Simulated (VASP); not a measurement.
A convergence study with VASP on AlP (zinc blende): one setting is varied, all else stays as given below, so the limit is that of these other settings.

```
AlP
1.0
    0.00000     2.73000     2.73000
    2.73000     0.00000     2.73000
    2.73000     2.73000     0.00000
Al P
1 1
Direct
  0.00000   0.00000   0.00000
  0.25000   0.25000   0.25000
```

All values below come from PBE GGA, VASP's PBE PAW potentials (set 64) (plane waves; VASP). The tightest run used: 550 eV cut-off, 17×17×17 Γ-centred mesh, tetrahedra with Blöchl corrections, potentials Al P.

Gaps are read on the run's mesh, which can miss a band edge.

### Question
The settings run are 3×3×3 mesh; 4×4×4 mesh; 5×5×5 mesh; 6×6×6 mesh; 7×7×7 mesh; 8×8×8 mesh; 9×9×9 mesh; 10×10×10 mesh; 11×11×11 mesh; 12×12×12 mesh; 13×13×13 mesh; 14×14×14 mesh; 15×15×15 mesh; 16×16×16 mesh; 17×17×17 mesh. From which on does the energy per atom stay within 0.002 eV/atom of the tightest run?

### Answer
From 7×7×7 mesh on: it is off by 0.0014 there and by no more than 0.002 in any finer run, while 6×6×6 mesh is off by 0.0043.
```
setting        E (eV/atom)  pressure (GPa)  gap on the mesh (eV)  irreducible k-points  difference judged (eV/atom)
-------------  -----------  --------------  --------------------  --------------------  ---------------------------
3×3×3 mesh         -4.9965            3.60                 2.150                     4                       0.1890
4×4×4 mesh         -5.1372            2.59                 1.555                     8                       0.0483
5×5×5 mesh         -5.1716            2.31                 1.817                    10                       0.0138
6×6×6 mesh         -5.1812            2.22                 1.577                    16                       0.0043
7×7×7 mesh         -5.1841            2.19                 1.707                    20                       0.0014
8×8×8 mesh         -5.1850            2.18                 1.580                    29                       0.0005
9×9×9 mesh         -5.1853            2.18                 1.658                    35                       0.0002
10×10×10 mesh      -5.1854            2.18                 1.580                    47                       0.0001
11×11×11 mesh      -5.1854            2.18                 1.633                    56                       0.0000
12×12×12 mesh      -5.1855            2.18                 1.580                    72                       0.0000
13×13×13 mesh      -5.1855            2.18                 1.618                    84                       0.0000
14×14×14 mesh      -5.1855            2.18                 1.580                   104                       0.0000
15×15×15 mesh      -5.1855            2.18                 1.608                   120                       0.0000
16×16×16 mesh      -5.1855            2.18                 1.580                   145                       0.0000
17×17×17 mesh      -5.1855            2.18                 1.602                   165                       0.0000
```

Left out are rungs that failed or repeat a setting and relaxations that didn't move; long series are thinned to 24 rows.

The compound is AlP in the zinc blende structure. The cell was not relaxed at this level.
